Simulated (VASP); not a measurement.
A 63-atom supercell of C (diamond) holds B on the C site with a neighbouring C vacancy in charge state +0. It is relaxed twice, with the total moment held at 1 and at 3 μB. These are PBE GGA, VASP's PBE PAW potentials (set 64) (plane waves; VASP) values and carry that method's errors. Settings: PREC = Normal, LREAL = Auto, ISYM = 0, EDIFF = 1E-5, 400 eV cut-off, 1×1×1 Γ-centred mesh, Gaussian smearing of 0.050 eV, potentials C B.

The supercell is sampled at Γ alone, which is coarse: total energies, pressure and levels can be off, energies of defects by several tenths of an eV.

Task: Which spin state lies lower, and by how much?

Result: The state with 1 μB lies lower, by 1.78 eV.

The cell is a supercell with a defect, built from C (diamond).
